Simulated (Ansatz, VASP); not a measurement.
# One calculation of Al3Sb2P, two programs

```
Al Sb P
1.0
     6.37557    0.00000    0.00000
    -3.18778    5.52140    0.00000
     0.00000    0.00000    3.33680
Al Sb P
3 2 1
Direct
  0.50000 0.00000 0.50000
  0.50000 0.50000 0.50000
  0.00000 0.50000 0.50000
  0.33333 0.66667 0.00000
  0.66667 0.33333 0.00000
  0.00000 0.00000 0.00000
```

Change from the starting cell: species swapped into the EuB2Rh3 type (P6/mmm, No. 191).

Alike in both runs: task relaxation of cell and atoms; functional PBE; k mesh 3 × 3 × 6; occupations gaussian, width 0.1 eV; no spin polarisation.

```csv
,VASP,Ansatz
version,VASP 6.6.1,Ansatz 0.2.0
potentials or method,"VASP PAW PBE potentials, release 64 (Al, Sb, P)","scalar-relativistic, plane waves, PAW"
plane-wave cutoff (eV),600,420
valence electrons in the cell,24,44
```

Ansatz gave:

* gap on the k mesh at the Fermi level, each at its own relaxed structure (eV): none
* relaxed volume (Å³/atom): 26.01
* relaxed cell length with the largest relative difference (Å): 6.808
* energy change over the relaxation (meV/atom): -533

**Question.** What did VASP give for the same quantities?

**Answer.** gap on the k mesh at the Fermi level, each at its own relaxed structure (eV): none; relaxed volume (Å³/atom): 26.12; relaxed cell length with the largest relative difference (Å): 6.820; energy change over the relaxation (meV/atom): -551.

A gap of «none» marks a metal or a gap that the smearing closes. The two sets of potentials don't hold the same shells in valence.

Caveats: the k mesh is coarse (spacing up to 0.38 Å⁻¹), so the values aren't converged; the volume moved by over 15 % at a fixed basis, so the end points are rough (VASP). The runs have no spin-orbit coupling, so splittings on Sb are missing.
